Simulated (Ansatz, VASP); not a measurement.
# Te2Mo: VASP beside Ansatz

One calculation is typed for both programs; each brings its own data sets. How far apart do they land? The structure shown is the end of the Ansatz relaxation below.

Program: Ansatz 0.2.0. Level of theory: plane waves, with VASP 6.6.1 beside it; single point at PBE with D3(BJ). Results are calculated unless marked as measured.

### Step 1. The structure

The structure is hexagonal, space group P6_3/mmc (No. 194). Conventional cell: a = 3.497 Å, b = 3.497 Å, c = 13.701 Å, α = 90.00°, β = 90.00°, γ = 120.00°. Te has 3 Mo at 2.72 Å nearest. Nearest to Mo lie 6 Te at 2.72 Å. Farther neighbours and most contacts between anions are not listed.

### Step 2. Ansatz: relaxation, PBE with D3(BJ)

Ansatz runs on its PAW soft_1 files.

This run makes the geometry at which the two programs are then compared.

Input file input.yaml:

```yaml
crystal:
  lattice:
    - [3.496619, 0.0, 0.0]
    - [-1.7483095, 3.0281608814, 0.0]
    - [0.0, 0.0, 13.700853]
  atoms:
    - { symbol: Te, position: [0.3333333, 0.6666667, 0.617383] }
    - { symbol: Te, position: [0.6666667, 0.3333333, 0.117383] }
    - { symbol: Te, position: [0.3333333, 0.6666667, 0.882617] }
    - { symbol: Te, position: [0.6666667, 0.3333333, 0.382617] }
    - { symbol: Mo, position: [0.3333333, 0.6666667, 0.25] }
    - { symbol: Mo, position: [0.6666667, 0.3333333, 0.75] }
kpoints:
  mp_grid: { grid: [9, 9, 2] }
scf:
  occupations: { method: fermi_dirac, width: 0.02 }
hamiltonian:
  xc: pbe
  pseudopotentials: { kind: paw, azcp: { folder: soft_1 } }
  dispersion: d3bj
basis:
  ecutwfc: 600
output:
  forces: true
  stress: true
  write_density: true
  write_potential: true
  elf: true
  volumetric_format: npy
relax:
  f_tol: 0.005
  max_steps: 70
  cell: { stress_tol: 0.02, p_target: 0, fix: [c, alpha, beta, gamma] }
```

Started as:

```console
$ ansatz run input.yaml --threads 4 --pin off --max-ram 10240MiB --backend cpu --events-out ev --progress --plain --runs-dir out
```

Numbers of over 12 decimals in the logs are rounded to 6 here.

The program printed:

```text
Warning: crystal.symmetry: narrowed to the stabiliser of the fixed cell quantities (relax.cell.fix) — unitary ops 24 → 8. The narrowing is safe, since a smaller group never makes results wrong: the run goes on under it, on as many k-points as the starting group would need, or more. Excluded: 16 operations that would move a fixed cell quantity at a test strain (relax.cell.fix fixes c, alpha, beta, gamma). The cell can leave their symmetry as it relaxes.
Engine: ansatz 0.2.0, aarch64-unknown-linux-gnu
Pseudopotentials: kind: paw
Pseudopotential: Te, paw, valence charge 16, recommended cutoff 420 eV (normal), soft_1/Te.paw.azcp
Pseudopotential: Mo, paw, valence charge 14, recommended cutoff 420 eV (normal), soft_1/Mo.paw.azcp
Functional definition: PBE
  parameter kappa = 0.804
  parameter beta = 0.066725
  exchange = pbe_x(kappa = kappa, mu = beta*pi^2/3)
  correlation = pbe_c(beta = beta)
Crystal: 6 atoms, lattice volume = 145.069 Å³
Basis set: ecut = 600 eV, 4741 PW (Γ), exchange–correlation on 60×60×240 points (8 copies of the dense FFT grid, shifted against one another)
Bands: 56, of which v1, the nominal top of the filled ones, is band 46 counted from 1 (45 counted from 0)
Symmetry: 8 space group operations
k-points: 50 of 162
Non-local potential: Te, projectors of the file, l = 0: 2, l = 1: 2, l = 2: 2, l = 3: 1
Non-local potential: Mo, projectors of the file, l = 0: 3, l = 1: 2, l = 2: 2, l = 3: 1
PAW form: soft (Blöchl's): semilocal exchange-correlation on the pseudo side does not see the compensation charge
PAW one-centre angular grid: Te, 590 points (default); XC on 64 Gauss nodes
PAW one-centre angular grid: Mo, 590 points (default); XC on 64 Gauss nodes
Initial density: superposition of atomic densities (chi_scale 0.1, normalization cell, long waves kept (reshape's long-wave potential 0.01 eV rms))
Initial wavefunctions: pseudopotential atomic-orbital guess
Functional: x = pbe(κ = 0.804, μ = 0.219515), c = pbe(β = 0.066725)
SCF iter   1: F=—  HF=-37838.513932 eV  |F-HF|=—  |Δ(HF+E_count)|=         —  Δρ=5.50e-2  dr2=6.26e0  ethr=3.10e-3  ⟨swp⟩=7.5  Hψ=11164  notcnv=0
preconditioner: auto → Resta (q_TF=auto, 2.529 Å⁻¹)  ε∞=6.5  [insulator: Δε(μ)=0.654 eV  Ē_g=7.885 eV  σ=0.020 eV  W_gap=1.00  n_scr=52 (ndim 8)  ℏωp=18.5 eV  f_vac=0.002  D(μ)=0.00/eV (n_scr^D=0)  ε∞_Penn≈6.5]
SCF iter   2: F=—  HF=-37837.452477 eV  |F-HF|=—  |Δ(HF+E_count)|=    1.06e0  Δρ=2.94e-2  dr2=1.69e0  ethr=3.10e-3  ⟨swp⟩=2.0  Hψ=3994  notcnv=0  defer=126
SCF iter   3: F=—  HF=-37837.096869 eV  |F-HF|=—  |Δ(HF+E_count)|=   3.56e-1  Δρ=4.19e-3  dr2=2.55e-2  ethr=1.83e-3  ⟨swp⟩=2.3  Hψ=3800  notcnv=0  defer=126
SCF iter   4: F=—  HF=-37837.098126 eV  |F-HF|=—  |Δ(HF+E_count)|=   1.26e-3  Δρ=1.31e-3  dr2=4.01e-3  ethr=2.77e-5  ⟨swp⟩=2.3  Hψ=4598  notcnv=0  defer=126
SCF iter   5: F=—  HF=-37837.098013 eV  |F-HF|=—  |Δ(HF+E_count)|=   1.13e-4  Δρ=3.73e-4  dr2=3.67e-4  ethr=4.36e-6  ⟨swp⟩=2.0  Hψ=4080  notcnv=0  defer=126
SCF iter   6: F=—  HF=-37837.098091 eV  |F-HF|=—  |Δ(HF+E_count)|=   7.78e-5  Δρ=1.53e-4  dr2=6.04e-5  ethr=3.99e-7  ⟨swp⟩=2.0  Hψ=3297  notcnv=0  defer=126
SCF iter   7: F=—  HF=-37837.097867 eV  |F-HF|=—  |Δ(HF+E_count)|=   2.24e-4  Δρ=2.52e-5  dr2=1.18e-6  ethr=6.57e-8  ⟨swp⟩=2.0  Hψ=3425  notcnv=0  defer=126
SCF iter   8: F=-37837.097868 eV  HF=-37837.097868 eV  |F-HF|=3.20e-8  |Δ(HF+E_count)|=   1.25e-6  Δρ=7.59e-6  dr2=9.64e-8  ethr=1.09e-10  ⟨swp⟩=9.4  Hψ=18617  notcnv=0
SCF 1 converged in 8 iterations: F = -37837.097868 eV  dr2 = 9.64e-8
  greatest PAW one-centre occupation: 0.999 electrons in one spin orbital (limit 2), on the Mo atom at site 5 (counted from 0), in its partial waves of l = 0
relax step   1: F+E_penalty+E_count = -37837.09786810 eV  Δ(F+E_penalty+E_count) = +0.000e0 eV  max|allowed force component| = 1.520e-4 eV/Å  Δτ_max = 0.0000 Å  P = +0.001 GPa  Ω = 145.069 Å³  fix = [c, alpha, beta, gamma]  reactions: c +0.002 GPa; gamma +0.000 GPa/rad  (8 SCF iters, dr2 threshold 1.00e-7 eV, accepted)
Initial density: handed on by an earlier stage of this run
Initial wavefunctions: pseudopotential atomic-orbital guess (no wavefunctions were taken with the density)
iter 1 solved again at ethr=4.64e-7 eV; its pass at ethr=3.10e-3 eV (dr2=4.27e-4 eV) is discarded
SCF iter   1: F=—  HF=-37837.098094 eV  |F-HF|=—  |Δ(HF+E_count)|=         —  Δρ=7.76e-6  dr2=9.55e-8  ethr=4.64e-7  ⟨swp⟩=3.2  Hψ=18796  notcnv=0
eigensolver tolerance schedule: the retry pair's looser diagonalisation over-reported the residual by 4473.37 of it (diagonalisation noise at 2.03 of the residual, at the tolerance the schedule requests for it); recorded, not acted on — ethr = c·dr2/N_el stays at c = 1.0e-1
preconditioner: auto → Resta (q_TF=auto, 2.529 Å⁻¹)  ε∞=7.0  [insulator: Δε(μ)=0.675 eV  Ē_g=7.532 eV  σ=0.020 eV  W_gap=1.00  n_scr=52 (ndim 8)  ℏωp=18.5 eV  f_vac=0.010  D(μ)=0.00/eV (n_scr^D=0)  ε∞_Penn≈7.0]
SCF iter   2: F=—  HF=-37837.097868 eV  |F-HF|=—  |Δ(HF+E_count)|=   2.26e-4  Δρ=4.35e-6  dr2=3.40e-8  ethr=1.04e-10  ⟨swp⟩=2.5  Hψ=5196  notcnv=0
SCF iter   3: F=—  HF=-37837.097868 eV  |F-HF|=—  |Δ(HF+E_count)|=   3.89e-8  Δρ=1.51e-6  dr2=4.60e-9  ethr=3.70e-11  ⟨swp⟩=2.0  Hψ=3633  notcnv=0
SCF iter   4: F=—  HF=-37837.097868 eV  |F-HF|=—  |Δ(HF+E_count)|=   7.81e-9  Δρ=3.94e-7  dr2=3.10e-10  ethr=5.00e-12  ⟨swp⟩=2.0  Hψ=3678  notcnv=0
SCF iter   5: F=—  HF=-37837.097868 eV  |F-HF|=—  |Δ(HF+E_count)|=  2.40e-10  Δρ=1.18e-7  dr2=4.17e-11  ethr=1.00e-12  ⟨swp⟩=2.0  Hψ=3520  notcnv=0
SCF iter   6: F=-37837.097868 eV  HF=-37837.097868 eV  |F-HF|=0.00e0  |Δ(HF+E_count)|=  1.46e-11  Δρ=4.08e-8  dr2=4.22e-12  ethr=1.00e-12  ⟨swp⟩=6.1  Hψ=11166  notcnv=0
SCF 2 converged in 6 iterations: F = -37837.097868 eV  dr2 = 4.22e-12
relax step   2: F+E_penalty+E_count = -37837.09786815 eV  Δ(F+E_penalty+E_count) = -4.674e-8 eV  max|allowed force component| = 1.116e-4 eV/Å  Δτ_max = 0.0000 Å  P = +0.001 GPa  Ω = 145.069 Å³  fix = [c, alpha, beta, gamma]  reactions: c +0.001 GPa; gamma -0.000 GPa/rad  stress off target by 8.29e-4 GPa on what of the cell is left free  SCF on the basis re-selected at this cell (its energy is not comparable with the rows above)  (6 SCF iters)
basis re-selected at this cell: Δ(F+E_penalty+E_count) = -4.674e-8 eV, ΔP = -0.000 GPa vs the last step (what re-selecting the basis moved, of the pressure what is left beyond the Pulay correction that the steps carried, after the strain that the cell walked since its last selection, with what the two solves' SCF thresholds leave and, on support functions, any second-order correction that the steps lacked; it is no m [...]
SCF converged after 6 iterations
Free energy (F): -37837.097868 eV
Harris-Foulkes:  -37837.097868 eV  (|F-HF|=0.00e0)
Internal energy: -37837.097868 eV  (E = F + TS)
E sigma→0 (E₀):  -37837.097868 eV
Fermi energy:    13.400223 eV
--- Per-component energies (eV) ---
  E_band       = -1095.058629
  E_kinetic    = 1538.103457
  E_local      = -8386.551781  (includes V_loc(G=0)·N_el)
  E_nonlocal   = 565.080439
  E_hartree    = 3972.883914
  E_xc         = -843.450818
  E_vxc        = -848.951533  (∫ρ·V_xc dr)
  E_paw        = -25112.160690  (= ΣΔE_a)
  E_vpaw       = -1908.506997  (= ΣTr[D̂ρ^β])
  E_aug_tail   = 0.000054  (compensation charges beyond the density's cutoff)
  E_ewald      = -9567.678052
  E_disp       = -3.324390  (pairwise vdW)
  E_smearing   = -0.000000  (= −TS)
  E_closure    = -0.000000  (closes the sum)
  Σ components = -37837.097868   (vs F -37837.097868, Δ=0.00e0)
--- Forces (eV/Å), atoms counted from 1 ---
  atom   1  Te     0.00000000    -0.00000000    -0.00011161
  atom   2  Te    -0.00000000     0.00000000    -0.00011161
  atom   3  Te     0.00000000    -0.00000000     0.00011161
  atom   4  Te    -0.00000000     0.00000000     0.00011161
  atom   5  Mo    -0.00000000     0.00000000    -0.00000000
  atom   6  Mo     0.00000000    -0.00000000    -0.00000000
  max |Σ_I F_I| component: 6.94e-18 eV/Å
--- Stress (GPa, compression-positive) ---
        0.000829       0.000000      -0.000000
        0.000000       0.000829       0.000000
       -0.000000       0.000000       0.001203
  P = ⅓ Tr σ = 0.0010 GPa (0.010 kbar)
--- Band table (eV; the first three rows and the last of 50) ---
  k-point 0: bands = [... 42 lower, 12.0696, 12.0696, 12.8930, 13.0729, 15.9475, 15.9475, 16.1303, 16.1303, ... 6 higher]
  k-point 1: bands = [... 42 lower, 12.0455, 12.0455, 13.0259, 13.0259, 15.9873, 15.9873, 15.9873, 15.9873, ... 6 higher]
  k-point 2: bands = [... 42 lower, 11.9435, 11.9955, 12.8619, 13.0368, 15.4422, 15.4493, 15.5170, 15.5967, ... 6 higher]
  k-point 49: bands = [... 42 lower, 11.9980, 11.9980, 12.5758, 12.5758, 14.3933, 14.3933, 14.6395, 14.6395, ... 6 higher]
--- Relaxed structure (1 steps of the walk, 1 accepted, 1 SCFs on fresh bases) ---
  F+E_penalty+E_count = -37837.09786815 eV   max|allowed force component| = 1.116e-4 eV/Å   (the final SCF, on the basis selected at the relaxed cell)
  cell:  # Å, volume = 145.0691 Å³
    - [3.496619, 0.0, 0.0]
    - [-1.748310, 3.028161, 0.0]
    - [0.0, 0.0, 13.700853]
  atoms:
    - { symbol: Te, position: [0.333333, 0.666667, 0.617383] }
    - { symbol: Te, position: [0.666667, 0.333333, 0.117383] }
    - { symbol: Te, position: [0.333333, 0.666667, 0.882617] }
    - { symbol: Te, position: [0.666667, 0.333333, 0.382617] }
    - { symbol: Mo, position: [0.333333, 0.666667, 0.250000] }
    - { symbol: Mo, position: [0.666667, 0.333333, 0.750000] }
```

In the SCF lines HF is the Harris–Foulkes energy and dr2 the Hartree energy of the density residual, in eV; the loop may stop once dr2 is under the threshold and the program's other checks hold. Hψ counts applications of the Hamiltonian.

### Step 3. VASP: single point, PBE with D3(BJ), pair 1

The same cell, functional, mesh and smearing now go to VASP, with its own data sets.

Lines of VASP's logs that name or quote its potential files are left out, and so is its time.

Input file INCAR:

```
SYSTEM = Te2Mo
PREC = Accurate
ENCUT = 500
EDIFF = 1E-06
NELM = 120
ISMEAR = -1
SIGMA = 0.02
LREAL = .FALSE.
ALGO = Normal
GGA = PE
IVDW = 12
NBANDS = 32
LASPH = .TRUE.
LORBIT = 11
LWAVE = .FALSE.
LCHARG = .FALSE.
ISIF = 2
GGA_COMPAT = .FALSE.
EFERMI = MIDGAP
KPAR = 2
```

Input file POSCAR:

```
Te2Mo
1.0
    3.4966190000      0.0000000000      0.0000000000
   -1.7483095000      3.0281608814      0.0000000000
    0.0000000000      0.0000000000     13.7008530000
Te Mo
4 2
Direct
    0.3333333334      0.6666666668      0.6173830000
    0.6666666668      0.3333333334      0.1173830000
    0.3333333334      0.6666666668      0.8826170000
    0.6666666668      0.3333333334      0.3826170000
    0.3333333334      0.6666666668      0.2500000000
    0.6666666668      0.3333333334      0.7500000000
```

Input file KPOINTS:

```
Automatic mesh
0
Gamma
9 9 2
0 0 0
```

PAW data sets: Te and Mo_sv (PBE family, release 64).

Started as:

```console
$ mpirun -np 2 vasp_std
```

The program printed:

```text
[banner, memory and clock lines left out]
running    2 mpi-ranks, on    1 nodes
 distrk:  each k-point on    1 cores,    2 groups
 distr:  one band on    1 cores,    1 groups

 POSCAR found type information on POSCAR TeMo
 POSCAR found :  2 types and       6 ions
 LDA part: xc-table for (Slater+PW92), standard interpolation
 POSCAR, INCAR and KPOINTS ok, starting setup
 FFT: planning ... GRIDC
 FFT: planning ... GRID_SOFT
 FFT: planning ... GRID
 WAVECAR not read
 entering main loop
       N       E                     dE             d eps       ncg     rms          rms(c)
DAV:   1     0.398049942183E+03    0.39805E+03   -0.26831E+04  1768   0.142E+03
DAV:   2    -0.144567358255E+02   -0.41251E+03   -0.40327E+03  1904   0.338E+02
DAV:   3    -0.365961545333E+02   -0.22139E+02   -0.21832E+02  1920   0.666E+01
DAV:   4    -0.371408333252E+02   -0.54468E+00   -0.54226E+00  1880   0.105E+01
DAV:   5    -0.371569834848E+02   -0.16150E-01   -0.16138E-01  1992   0.180E+00    0.220E+01
DAV:   6    -0.363739647497E+02    0.78302E+00   -0.76332E+00  1728   0.140E+01    0.895E+00
DAV:   7    -0.363391999246E+02    0.34765E-01   -0.74138E+00  1656   0.113E+01    0.627E+00
DAV:   8    -0.359097712640E+02    0.42943E+00   -0.16370E+00  1832   0.600E+00    0.315E+00
DAV:   9    -0.359132597315E+02   -0.34885E-02   -0.22723E-01  1976   0.217E+00    0.128E+00
DAV:  10    -0.359068381760E+02    0.64216E-02   -0.45450E-02  1832   0.112E+00    0.355E-01
DAV:  11    -0.359070895016E+02   -0.25133E-03   -0.25977E-03  1928   0.254E-01    0.247E-01
DAV:  12    -0.359069948419E+02    0.94660E-04   -0.34024E-04  1864   0.858E-02    0.161E-01
DAV:  13    -0.359069590121E+02    0.35830E-04   -0.12225E-04  1904   0.587E-02    0.782E-02
DAV:  14    -0.359069595354E+02   -0.52323E-06   -0.96136E-06  1728   0.127E-02
   1 F= -.39230420E+02 E0= -.39230420E+02  d E =-.199632E-08
```

Parts of OUTCAR (step 3):

```text
ion  position               nearest neighbor table
   1  0.333  0.667  0.617-   6 2.72   6 2.72   6 2.72   3 3.63
   2  0.667  0.333  0.117-   5 2.72   5 2.72   5 2.72   4 3.63
   3  0.333  0.667  0.883-   6 2.72   6 2.72   6 2.72   1 3.63
   4  0.667  0.333  0.383-   5 2.72   5 2.72   5 2.72   2 3.63
   5  0.333  0.667  0.250-   2 2.72   4 2.72   2 2.72   4 2.72   2 2.72   4 2.72
   6  0.667  0.333  0.750-   1 2.72   3 2.72   1 2.72   3 2.72   1 2.72   3 2.72

  LATTYP: Found a hexagonal cell.
 ALAT       =     3.4966190000
 C/A-ratio  =     3.9183145204

 Subroutine GETGRP returns: Found 24 space group operations
 (whereof 12 operations were pure point group operations)

The static configuration has the point symmetry D_3d.
 The point group associated with its full space group is D_6h.

 Found     24 irreducible k-points:

   k-points           NKPTS =     24   k-points in BZ     NKDIM =     24   number of bands    NBANDS=     32

   dimension x,y,z NGX =    28 NGY =   28 NGZ =  100
   dimension x,y,z NGXF=    56 NGYF=   56 NGZF=  200

   ENCUT  =  500.0 eV  36.75 Ry    6.06 a.u.   6.38  6.38 24.98*2*pi/ulx,y,z

   NELECT =      52.0000    total number of electrons

 k-points in reciprocal lattice and weights: Automatic mesh
   0.00000000  0.00000000  0.00000000       0.006
   0.11111111 -0.00000000  0.00000000       0.037
   0.22222222 -0.00000000  0.00000000       0.037
   0.33333333  0.00000000  0.00000000       0.037
   0.44444444 -0.00000000  0.00000000       0.037
   0.11111111  0.11111111  0.00000000       0.037
   0.22222222  0.11111111  0.00000000       0.074
   0.33333333  0.11111111  0.00000000       0.074
   0.44444444  0.11111111  0.00000000       0.037
[...]
0.33333333  0.22222222  0.50000000       0.074
   0.33333333  0.33333333  0.50000000       0.012

 average (electrostatic) potential at core
       1 -85.7669       2 -85.7669       3 -85.7669       4 -85.7669       5 -72.9716
       6 -72.9716

 E-fermi :   8.9560

 k-point     1 :       0.0000    0.0000    0.0000
  band No.  band energies     occupation
    ...
     22       7.5667      2.00000
     23       7.6150      2.00000
     24       7.6150      2.00000
     25       8.4534      2.00000
     26       8.6305      2.00000
     27      11.5024      0.00000
     28      11.5024      0.00000
     29      11.6833      0.00000
     30      11.6833      0.00000
     31      11.6984      0.00000
    ...

 k-point     2 :       0.1111   -0.0000    0.0000
  band No.  band energies     occupation
    ...
     22       7.3974      2.00000
     23       7.4925      2.00000
     24       7.5437      2.00000
     25       8.4196      2.00000
     26       8.6010      2.00000
     27      10.9990      0.00000
     28      10.9997      0.00000
     29      11.0700      0.00000
     30      11.1521      0.00000
     31      11.2934      0.00000
    ...

 k-point     3 :       0.2222   -0.0000    0.0000
  band No.  band energies     occupation
    ...
     22       7.2942      2.00000
     23       7.3801      2.00000
     24       7.4979      2.00000
     25       7.7889      2.00000
     26       7.9614      2.00000
     27       9.9209      0.00000
     28      10.4441      0.00000
     29      10.5311      0.00000
     30      10.5773      0.00000
     31      11.0118      0.00000
    ...

 Edisp (eV)   -3.32346

  Total      -0.04309    -0.04309     0.03638     0.00000     0.00000     0.00000
  in kB      -0.47593    -0.47593     0.40178     0.00000     0.00000     0.00000
  external pressure =       -0.18 kB  Pullay stress =        0.00 kB

  energy-cutoff  :      500.00
  volume of cell :      145.07
      direct lattice vectors                 reciprocal lattice vectors
     3.496619000  0.000000000  0.000000000     0.285990553  0.165116723  0.000000000
    -1.748309500  3.028160881  0.000000000     0.000000000  0.330233445  0.000000000
     0.000000000  0.000000000 13.700853000     0.000000000  0.000000000  0.072988156

 POSITION                                       TOTAL-FORCE (eV/Angst)
 -----------------------------------------------------------------------------------
      0.00000      2.01877      8.45867        -0.000000     -0.000000     -0.017966
      1.74831      1.00939      1.60825        -0.000000      0.000000     -0.017966
      0.00000      2.01877     12.09261        -0.000000     -0.000000      0.017966
      1.74831      1.00939      5.24218        -0.000000      0.000000      0.017966
      0.00000      2.01877      3.42521        -0.000000      0.000000      0.000000
      1.74831      1.00939     10.27564         0.000000     -0.000000     -0.000000
 -----------------------------------------------------------------------------------
    total drift:                               -0.000000     -0.000001      0.000000

  FREE ENERGIE OF THE ION-ELECTRON SYSTEM (eV)
  ---------------------------------------------------
  free  energy   TOTEN  =       -39.2304198575 eV

  energy  without entropy=      -39.2304198555  energy(sigma->0) =      -39.23041986

 total charge
# of ion       s       p       d       tot
------------------------------------------
    1        1.387   1.977   0.067   3.431
    2        1.387   1.977   0.067   3.431
    3        1.387   1.977   0.067   3.431
    4        1.387   1.977   0.067   3.431
    5        2.255   6.147   3.994  12.396
    6        2.255   6.147   3.994  12.396
--------------------------------------------------
tot         10.059  20.203   8.254  38.517

[... 3 further parts left out ...]
```

This run has no spin polarisation, so a moment on Mo, if there is one, isn't seen.

### Step 4. Side by side

Known differences besides the potentials themselves: the data sets hold 92 valence electrons in Ansatz (on its PAW soft_1 files) and 52 in VASP; the cutoff is 600 eV in Ansatz and 500 eV in VASP; Ansatz's pressure holds a Pulay correction, VASP's none. Total energies have different zeros and are not compared.

Both answers:

```csv
quantity,Ansatz,VASP,difference
pressure (GPa),0.00,-0.02,+0.02
gap on the k mesh (eV),0.675,0.668,+0.007
```

At this near-relaxed geometry the largest component of a force difference is 18 meV/Å. A gap on the mesh is an upper bound, since the band edges may lie between its points.

[end of part 1 of 2]

[Lines on the potential files, build, host, timing and source positions are cut from VASP's logs without a mark.]

[Logs are printed without paths, hosts, clocks, repeated set-up lines and the standing remarks that a program may print on its own settings, such as how far it seeks lower states.]

[Hosts, paths, dates, database ids (printed as entryN), source tags and the programs' standing remarks are cut or masked in the printed files.]
